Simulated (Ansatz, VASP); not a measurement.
**Cross-check of BeB2 between VASP and Ansatz**

Wanted: the spread between two codes on one cell, functional and k mesh. Of the first pair: The cell is taken from a series of runs on this material, whose earlier steps may have relaxed, scaled, displaced or heated it; both programs get it as it stands.

Program: Ansatz 0.2.0. Level of theory: plane waves, with VASP 6.6.1 beside it; relaxation of cell and atoms at PBEsol, single point at PBEsol and zone-centre phonons at PBEsol. Results are calculated unless marked as measured.

### 1. Starting point

The structure is hexagonal, space group P6/mmm (No. 191). Conventional cell: a = 2.921 Å, b = 2.921 Å, c = 2.857 Å, α = 90.00°, β = 90.00°, γ = 120.00°. Be has 12 B at 2.21 Å nearest. Nearest to B lie 3 B at 1.69 Å and 6 Be at 2.21 Å. Farther neighbours are not listed.

Structure file:

```cif
data_structure
_symmetry_space_group_name_H-M 'P 1'
_symmetry_Int_Tables_number 1
_cell_length_a 2.9209
_cell_length_b 2.9209
_cell_length_c 2.8566
_cell_angle_alpha 90.000
_cell_angle_beta 90.000
_cell_angle_gamma 120.000
_cell_volume 21.11
loop_
_atom_site_label
_atom_site_type_symbol
_atom_site_fract_x
_atom_site_fract_y
_atom_site_fract_z
_atom_site_occupancy
Be1 Be 0.00000 0.00000 0.00000 1
B2 B 0.33333 0.66667 0.50000 1
B3 B 0.66667 0.33333 0.50000 1
```

### 2. VASP: relaxation of cell and atoms, PBEsol

The relaxed volume is the usual yardstick between codes: in a stiff, nearly cubic crystal its relative difference is about their pressure difference at one cell divided by the bulk modulus.

Lines of VASP's logs that name or quote its potential files are left out, and so is its time.

INCAR

```
SYSTEM = BeB2
PREC = Accurate
ENCUT = 600
EDIFF = 1E-07
NELM = 120
ISMEAR = 1
SIGMA = 0.15
LREAL = .FALSE.
ALGO = Normal
GGA = PS
NBANDS = 10
LORBIT = 11
LWAVE = .FALSE.
LCHARG = .FALSE.
ISIF = 3
IBRION = 2
NSW = 80
EDIFFG = -0.005
LASPH = .TRUE.
GGA_COMPAT = .FALSE.
NELMIN = 4
KPAR = 2
```

POSCAR

```
BeB2
1.0
    2.9208570000      0.0000000000      0.0000000000
   -1.4604290000      2.5295370000      0.0000000000
    0.0000000000      0.0000000000      2.8566190000
Be B
1 2
Direct
    0.0000000000      0.0000000000      0.0000000000
    0.3333334475      0.6666666667      0.5000001750
    0.6666668949      0.3333333333      0.5000001750
```

KPOINTS

```
Automatic mesh
0
Gamma
15 15 16
0 0 0
```

Potentials, in the order of the species: Be and B (PBE family, release 64).

The run is started by

```console
mpirun -np 2 vasp_std
```

Numbers of over 12 decimals in the logs are rounded to 6 here.

Output:

```text
[banner, memory and clock lines left out]
running    2 mpi-ranks, on    1 nodes
 distrk:  each k-point on    1 cores,    2 groups
 distr:  one band on    1 cores,    1 groups

 POSCAR found type information on POSCAR BeB
 POSCAR found :  2 types and       3 ions
|                                                                             |
|               ----> ADVICE to this user running VASP <----                  |
|                                                                             |
|     You enforced a specific xc type in the INCAR file but a different       |
|     [... a line on the potential file left out ...]
|     I HOPE YOU KNOW WHAT YOU ARE DOING!                                     |
|                                                                             |

 LDA part: xc-table for (Slater+PW92), standard interpolation
 POSCAR, INCAR and KPOINTS ok, starting setup
 FFT: planning ... GRIDC
 FFT: planning ... GRID_SOFT
 FFT: planning ... GRID
 WAVECAR not read
 entering main loop
       N       E                     dE             d eps       ncg     rms          rms(c)
DAV:   1     0.635103714638E+01    0.63510E+01   -0.45319E+03  4860   0.805E+02
DAV:   2    -0.181895832594E+02   -0.24541E+02   -0.23253E+02  6386   0.139E+02
DAV:   3    -0.187949633011E+02   -0.60538E+00   -0.59566E+00  6610   0.179E+01
DAV:   4    -0.187965581233E+02   -0.15948E-02   -0.15939E-02  6884   0.869E-01
DAV:   5    -0.187965599524E+02   -0.18291E-05   -0.18281E-05  5994   0.246E-02    0.521E+00
DAV:   6    -0.179047796928E+02    0.89178E+00   -0.11851E+00  5504   0.585E+00    0.258E+00
DAV:   7    -0.177538622654E+02    0.15092E+00   -0.56095E-01  6032   0.405E+00    0.745E-01
DAV:   8    -0.177539452597E+02   -0.82994E-04   -0.29858E-02  5750   0.127E+00    0.200E-01
DAV:   9    -0.177522768355E+02    0.16684E-02   -0.54803E-03  5570   0.392E-01    0.262E-02
DAV:  10    -0.177522926097E+02   -0.15774E-04   -0.12100E-04  6198   0.923E-02    0.135E-02
DAV:  11    -0.177522878682E+02    0.47416E-05   -0.18700E-05  5584   0.244E-02    0.189E-03
DAV:  12    -0.177522877733E+02    0.94814E-07   -0.42172E-07  5946   0.530E-03
   1 F= -.17752288E+02 E0= -.17752225E+02  d E =-.177523E+02
 curvature:   0.00 expect dE= 0.000E+00 dE for cont linesearch  0.000E+00
 trial: gam= 0.00000 g(F)=  0.233E-42 g(S)=  0.158E-03 ort = 0.000E+00 (trialstep = 0.100E+01)
 search vector abs. value=  0.158E-03
 bond charge predicted
       N       E                     dE             d eps       ncg     rms          rms(c)
DAV:   1    -0.177523327216E+02   -0.44853E-04   -0.96433E-04  5518   0.326E-01    0.184E-02
DAV:   2    -0.177523273133E+02    0.54083E-05   -0.72062E-06  6666   0.212E-02    0.104E-02
DAV:   3    -0.177523242431E+02    0.30702E-05   -0.31291E-06  5612   0.108E-02    0.132E-03
DAV:   4    -0.177523240090E+02    0.23407E-06   -0.10040E-07  3990   0.221E-03    0.237E-04
DAV:   5    -0.177523239906E+02    0.18435E-07   -0.48431E-09  3028   0.565E-04
   2 F= -.17752324E+02 E0= -.17752256E+02  d E =-.362172E-04
 trial-energy change:   -0.000036  1 .order   -0.000038   -0.000158    0.000082
 step:   0.6482(harm=  0.6582)  dis= 0.00000  next Energy=   -17.752338 (dE=-0.507E-04)
 bond charge predicted
       N       E                     dE             d eps       ncg     rms          rms(c)
DAV:   1    -0.177523387313E+02   -0.14722E-04   -0.11920E-04  5500   0.115E-01    0.656E-03
DAV:   2    -0.177523384418E+02    0.28948E-06   -0.90199E-07  6712   0.747E-03    0.371E-03
DAV:   3    -0.177523385572E+02   -0.11534E-06   -0.39285E-07  5466   0.382E-03    0.473E-04
DAV:   4    -0.177523386196E+02   -0.62418E-07   -0.12543E-08  2950   0.786E-04
   3 F= -.17752339E+02 E0= -.17752272E+02  d E =-.508463E-04
 curvature:  -0.33 expect dE=-0.438E-07 dE for cont linesearch -0.122E-07
 trial: gam=-0.01446 g(F)=  0.673E-42 g(S)=  0.133E-06 ort = 0.242E-05 (trialstep = 0.930E+00)
 search vector abs. value=  0.963E-07
 reached required accuracy - stopping structural energy minimisation
```

From OUTCAR (step 2):

```text
ion  position               nearest neighbor table
   1  0.000  0.000  0.000-   2 2.21   3 2.21   2 2.21   3 2.21   2 2.21   3 2.21   3 2.21   2 2.21
                             2 2.21   3 2.21   3 2.21   2 2.21
   2  0.333  0.667  0.500-   3 1.69   3 1.69   3 1.69   1 2.21   1 2.21   1 2.21   1 2.21   1 2.21
                             1 2.21
   3  0.667  0.333  0.500-   2 1.69   2 1.69   2 1.69   1 2.21   1 2.21   1 2.21   1 2.21   1 2.21
                             1 2.21

  LATTYP: Found a hexagonal cell.
 ALAT       =     2.9208570000
 C/A-ratio  =     0.9780071397

 Subroutine GETGRP returns: Found 24 space group operations
 (whereof 24 operations were pure point group operations)

The static configuration has the point symmetry D_6h.

 Found    243 irreducible k-points:

   k-points           NKPTS =    243   k-points in BZ     NKDIM =    243   number of bands    NBANDS=     10

   dimension x,y,z NGX =    24 NGY =   24 NGZ =   24
   dimension x,y,z NGXF=    48 NGYF=   48 NGZF=   48

   ENCUT  =  600.0 eV  44.10 Ry    6.64 a.u.   5.83  5.83  5.71*2*pi/ulx,y,z

   NELECT =       8.0000    total number of electrons

 k-points in reciprocal lattice and weights: Automatic mesh
   0.00000000  0.00000000  0.00000000       0.000
   0.06666667 -0.00000000  0.00000000       0.002
   0.13333333  0.00000000  0.00000000       0.002
   0.20000000 -0.00000000  0.00000000       0.002
   0.26666667  0.00000000  0.00000000       0.002
   0.33333333 -0.00000000  0.00000000       0.002
   0.40000000 -0.00000000  0.00000000       0.002
   0.46666667 -0.00000000  0.00000000       0.002
   0.06666667  0.06666667  0.00000000       0.002
[...]
0.33333333  0.26666667  0.50000000       0.003
   0.33333333  0.33333333  0.50000000       0.001

 average (electrostatic) potential at core
       1 -33.4251       2 -24.6745       3 -24.6745

 E-fermi :   7.0701

 k-point     1 :       0.0000    0.0000    0.0000
  band No.  band energies     occupation
      1      -7.4942      2.00000
      2       4.8390      2.00000
      3       6.9349      2.02337
      4       6.9349      2.02335
      5      10.7065      0.00000
      6      10.7065      0.00000
      7      12.6295      0.00000
      8      16.5475      0.00000
      9      19.5904      0.00000
    ...

 k-point     2 :       0.0667   -0.0000    0.0000
  band No.  band energies     occupation
      1      -7.4151      2.00000
      2       4.9359      2.00000
      3       6.3472      2.00000
      4       6.5547      2.00001
      5      10.8270      0.00000
      6      11.2413      0.00000
      7      12.8281      0.00000
      8      16.7116      0.00000
      9      19.3214      0.00000
    ...

 k-point     3 :       0.1333    0.0000    0.0000
  band No.  band energies     occupation
      1      -7.1780      2.00000
      2       5.0207      2.00000
      3       5.2261      2.00000
      4       5.7813      2.00000
      5      10.9545      0.00000
      6      12.4670      0.00000
      7      13.2522      0.00000
      8      17.1364      0.00000
      9      18.5548      0.00000
    ...

  Total        0.0007559      0.0007559      0.0026705     -0.0000000     -0.0000000      0.0000000
  in kB        0.0572921      0.0572921      0.2023963     -0.0000000     -0.0000000      0.0000000
  external PRESSURE =       0.1056602 kB  Pullay stress =       0.0000000 kB

  energy-cutoff  :      600.00
  volume of cell :       21.14
      direct lattice vectors                 reciprocal lattice vectors
     2.922958401 -0.000000000  0.000000000     0.342119135  0.197522593  0.000000000
    -1.461479701  2.531356868 -0.000000000     0.000000000  0.395045050  0.000000000
    -0.000000000 -0.000000000  2.857131261    -0.000000000  0.000000000  0.350001420

 POSITION                                       TOTAL-FORCE (eV/Angst)
 -----------------------------------------------------------------------------------
      0.00000      0.00000      0.00000        -0.000000      0.000000      0.000000
     -0.00000      1.68757      1.42857        -0.000000      0.000000      0.000000
      1.46148      0.84379      1.42857         0.000000     -0.000000      0.000000
 -----------------------------------------------------------------------------------
    total drift:                               -0.000061      0.000000     -0.000139

  FREE ENERGIE OF THE ION-ELECTRON SYSTEM (eV)
  ---------------------------------------------------
  free  energy   TOTEN  =       -17.7523386196 eV

  energy  without entropy=      -17.7521388061  energy(sigma->0) =      -17.75227202

 reached required accuracy - stopping structural energy minimisation

 total charge
# of ion       s       p       d       tot
------------------------------------------
    1        0.336   0.584   0.000   0.920
    2        0.704   1.348   0.000   2.053
    3        0.704   1.348   0.000   2.053
--------------------------------------------------
tot          1.745   3.281   0.000   5.026

[... 3 further parts left out ...]
```

The run keeps the 24 symmetry operations of its start, so it cannot find a distortion of lower symmetry.

### 3. Ansatz: relaxation of cell and atoms, PBEsol

Ansatz runs on its default PAW (the set named soft_2) files.

The same cell, functional, mesh and smearing now go to Ansatz, which takes its cutoff from its data sets.

input.yaml

```yaml
crystal:
  lattice:
    - [2.9208573108, 0.0, 0.0]
    - [-1.4604286554, 2.529536632, 0.0]
    - [0.0, 0.0, 2.8566190244]
  atoms:
    - { symbol: Be, position: [0.0, 0.0, 0.0] }
    - { symbol: B, position: [0.3333333333, 0.6666666667, 0.5] }
    - { symbol: B, position: [0.6666666667, 0.3333333333, 0.5] }
kpoints:
  mp_grid: { grid: [15, 15, 16] }
hamiltonian:
  xc: pbesol
scf:
  occupations: { method: methfessel_paxton, width: 0.15 }
output:
  forces: true
  stress: true
  eigenvalues: true
relax:
  adjacent_minimum: "off"
  f_tol: 0.001
  max_steps: 60
  cell: { stress_tol: 0.01 }
```

The run is started by

```console
ansatz run input.yaml --threads 4 --pin off --max-ram 7168MiB --backend cpu --events-out ev --progress --plain --runs-dir out
```

Output:

```text
Engine: ansatz 0.2.0, aarch64-unknown-linux-gnu
Pseudopotentials: kind: paw
Pseudopotential: Be, paw, valence charge 2, recommended cutoff 420 eV (normal), Be.paw.azcp
Pseudopotential: B, paw, valence charge 3, recommended cutoff 420 eV (normal), B.paw.azcp
Functional definition: PBEsol
  exchange = pbesol_x
  correlation = pbesol_c
Crystal: 3 atoms, lattice volume = 21.106 Å³
Basis set: ecut = 420 eV, 405 PW (Γ), exchange–correlation on 40×40×40 points (8 copies of the dense FFT grid, shifted against one another)
Bands: 8, of which v1, the nominal top of the filled ones, is band 4 counted from 1 (3 counted from 0)
Symmetry: 24 space group operations
Space group: P6/mmm (ITA 191), of the structure as read, at distance tolerance 2.8e-5 Å
k-points: 243 of 3600
Non-local potential: Be, projectors of the file, l = 0: 2, l = 1: 2, l = 2: 1
Non-local potential: B, projectors of the file, l = 0: 2, l = 1: 2, l = 2: 1
PAW form: soft (Blöchl's): semilocal exchange-correlation on the pseudo side does not see the compensation charge
PAW frozen core: Be, regenerated for the run's functional, and the local potential with it (the file was generated under x = pbe(κ = 0.804, μ = 0.219515), c = pbe(β = 0.066725))
PAW frozen core: B, regenerated for the run's functional, and the local potential with it (the file was generated under x = pbe(κ = 0.804, μ = 0.219515), c = pbe(β = 0.066725))
PAW one-centre angular grid: Be, 110 points (default); XC on 64 Gauss nodes
PAW one-centre angular grid: B, 110 points (default); XC on 64 Gauss nodes
Initial density: superposition of atomic densities (neutral atoms: chi_scale 0, normalization atom), corrected by the library's trained network
Initial wavefunctions: pseudopotential atomic-orbital guess
Functional: x = pbesol(κ = 0.804, μ = 0.123457), c = pbesol(β = 0.046)
SCF iter   1: F=—  HF=-395.358268 eV  |F-HF|=—  |Δ(HF+E_count)|=         —  Δρ=3.61e-3  dr2=2.79e-3  ethr=1.77e-3  ⟨swp⟩=5.2  Hψ=14139  notcnv=0
preconditioner: auto → none  [metal: Δε(μ)=0.008 eV  Ē_g=12.464 eV  σ=0.150 eV  W_gap=0.05  n_scr=2 (ndim 8)  ℏωp=22.9 eV  f_vac=0.000  D(μ)=0.49/eV (n_scr^D=0)  sad-step TF]
SCF iter   2: F=—  HF=-395.357671 eV  |F-HF|=—  |Δ(HF+E_count)|=   5.97e-4  S|Δr|=    0.00e0  Δρ=2.18e-3  dr2=1.05e-3  ethr=3.49e-5  ⟨swp⟩=1.0  Hψ=3888  notcnv=0
SCF iter   3: F=—  HF=-395.357352 eV  |F-HF|=—  |Δ(HF+E_count)|=   3.19e-4  S|Δr|=    0.00e0  Δρ=1.26e-4  dr2=1.83e-6  ethr=1.31e-5  ⟨swp⟩=2.2  Hψ=2831  notcnv=0
SCF iter   4: F=—  HF=-395.357341 eV  |F-HF|=—  |Δ(HF+E_count)|=   1.10e-5  S|Δr|=    0.00e0  Δρ=3.40e-5  dr2=3.73e-7  ethr=1.25e-9  ⟨swp⟩=5.8  Hψ=10016  notcnv=0
SCF iter   5: F=-395.357341 eV  HF=-395.357341 eV  |F-HF|=1.76e-8  |Δ(HF+E_count)|=   1.21e-7  S|Δr|=    0.00e0  Δρ=8.95e-6  dr2=2.42e-8  ethr=1.25e-9  ⟨swp⟩=5.0  Hψ=9382  notcnv=0
SCF 1 converged in 5 iterations: F = -395.357341 eV  dr2 = 2.42e-8
  greatest PAW one-centre occupation: 0.544 electrons in one spin orbital (limit 2), on the B atom at site 2 (counted from 0), in its partial waves of l = 0
relax step   1: F+E_penalty+E_count = -395.35734062 eV  Δ(F+E_penalty+E_count) = +0.000e0 eV  max|allowed force component| = 2.776e-17 eV/Å  Δτ_max = 0.0000 Å  P = +0.016 GPa  Ω = 21.106 Å³  (5 SCF iters, dr2 threshold 1.00e-7 eV, accepted)
[...]
relax step   2: F+E_penalty+E_count = -395.35734712 eV  Δ(F+E_penalty+E_count) = -6.499e-6 eV  max|allowed force component| = 7.401e-17 eV/Å  Δτ_max = 0.0000 Å  P = +0.003 GPa  Ω = 21.103 Å³  energy of the carried Pulay correction = +2.395e-6 eV  (2 SCF iters, dr2 threshold 2.53e-8 eV, accepted)
[...]
relax step   3: F+E_penalty+E_count = -395.35734781 eV  Δ(F+E_penalty+E_count) = -6.831e-7 eV  max|allowed force component| = 6.785e-17 eV/Å  Δτ_max = 0.0000 Å  P = -0.000 GPa  Ω = 21.102 Å³  energy of the carried Pulay correction = +2.930e-6 eV  (3 SCF iters, dr2 threshold 8.78e-10 eV, accepted)
[...]
relax step   4: F+E_penalty+E_count = -395.35734627 eV  Δ(F+E_penalty+E_count) = +1.539e-6 eV  max|allowed force component| = 3.701e-17 eV/Å  Δτ_max = 0.0000 Å  P = -0.000 GPa  Ω = 21.102 Å³  stress off target by 1.42e-3 GPa  SCF on the basis re-selected at this cell (its energy is not comparable with the rows above)  (4 SCF iters)
basis re-selected at this cell: Δ(F+E_penalty+E_count) = +1.539e-6 eV, ΔP = -0.000 GPa vs the last step (what re-selecting the basis moved, of the pressure what is left beyond the Pulay correction that the steps carried, after the strain that the cell walked since its last selection, with what the two solves' SCF thresholds leave and, on support functions, any second-order correction that the steps lacked; it is no m [...]
SCF converged after 4 iterations
Stability not checked: this state was not tested for a lower state beside it, because cold or Methfessel-Paxton smearing, or corrected tetrahedra, fill the levels in a way that the test cannot read (fill_not_monotonic; see scf.lower_state_search)
Free energy (F): -395.357346 eV
Harris-Foulkes:  -395.357346 eV  (|F-HF|=2.27e-13)
Internal energy: -395.357145 eV  (E = F + TS)
E sigma→0 (E₀):  -395.357296 eV
Entropy (-TS):   -0.000202 eV (-0.067 meV/atom)
Fermi energy:    9.670122 eV
--- Per-component energies (eV) ---
  E_band       = 29.513352
  E_kinetic    = 120.376365
  E_local      = -38.607509  (includes V_loc(G=0)·N_el)
  E_nonlocal   = 27.244513
  E_hartree    = 12.712348
  E_xc         = -84.531502
  E_vxc        = -98.255943  (∫ρ·V_xc dr)
  E_paw        = -208.071817  (= ΣΔE_a)
  E_vpaw       = -6.668765  (= ΣTr[D̂ρ^β])
  E_aug_tail   = -0.000005  (compensation charges beyond the density's cutoff)
  E_ewald      = -224.518491
  E_core_change = 0.038953  (= ΣΔE_core)
  E_smearing   = -0.000202  (= −TS)
  E_closure    = -0.000000  (closes the sum)
  Σ components = -395.357346   (vs F -395.357346, Δ=0.00e0)
--- Forces (eV/Å), atoms counted from 1 ---
  atom   1  Be    -0.00000000     0.00000000     0.00000000
  atom   2  B     -0.00000000    -0.00000000     0.00000000
  atom   3  B      0.00000000     0.00000000    -0.00000000
  max |Σ_I F_I| component: 1.85e-17 eV/Å
--- Stress (GPa, compression-positive) ---
        0.000201      -0.000000       0.000000
       -0.000000       0.000201       0.000000
        0.000000       0.000000      -0.001424
  P = ⅓ Tr σ = -0.0003 GPa (-0.003 kbar)
--- Band table (eV; the first three rows and the last of 243) ---
  k-point 0: bands = ["-4.9052", "7.4372", "9.5334", "9.5334", "13.3089", "13.3089", "15.2327", "19.1582"]
  k-point 1: bands = ["-4.8532", "7.0448", "9.5625", "9.5625", "13.3756", "13.3756", "15.7439", "19.1067"]
  k-point 2: bands = ["-4.6979", "6.0924", "9.6468", "9.6468", "13.5755", "13.5755", "17.0437", "18.9686"]
  k-point 242: bands = ["2.6041", "3.3636", "3.3636", "5.8029", "5.8029", "11.6162", "19.5649", "23.7115"]
--- Relaxed structure (3 steps of the walk, 3 accepted, 1 SCFs on fresh bases) ---
  F+E_penalty+E_count = -395.35734627 eV   max|allowed force component| = 3.701e-17 eV/Å   (the final SCF, on the basis selected at the relaxed cell)
  cell:  # Å, volume = 21.1024 Å³
    - [2.921253, 0, 0]
    - [-1.460626, 2.529879, 0]
    - [0, 0, 2.855377]
  atoms:
    - { symbol: Be, position: [0, 0, 0] }
    - { symbol: B, position: [0.333333, 0.666667, 0.500000] }
    - { symbol: B, position: [0.666667, 0.333333, 0.500000] }
```

Reading the cycles: dr2 is the Hartree energy of the density residual (eV), the measure of convergence; HF is the Harris–Foulkes estimate of the energy, which meets the free energy F at convergence.

### 4. Side by side

Known differences besides the potentials themselves: the cutoff is 420 eV in Ansatz and 600 eV in VASP; Ansatz makes its cores anew for this functional, VASP keeps those of its PBE data sets; Ansatz adds a Pulay correction to the stress that steers its cell, VASP none. Total energies have different zeros and are not compared.

Compared:

| quantity | Ansatz | VASP | difference |
| --- | --- | --- | --- |
| volume (Å³) | 21.10 | 21.14 | -0.18 % |
| edge a after relaxation, in the typed setting (Å) | 2.921 | 2.923 | -0.06 % |
| edge c after relaxation, in the typed setting (Å) | 2.855 | 2.857 | -0.06 % |

(Part 1 of 2 ends here.)

[Lines on the potential files, build, host, timing and source positions are cut from VASP's logs without a mark.]

[Logs are printed without paths, hosts, clocks, repeated set-up lines and the standing remarks that a program may print on its own settings, such as how far it seeks lower states.]

[Hosts, paths, dates, database ids (printed as entryN), source tags and the programs' standing remarks are cut or masked in the printed files.]
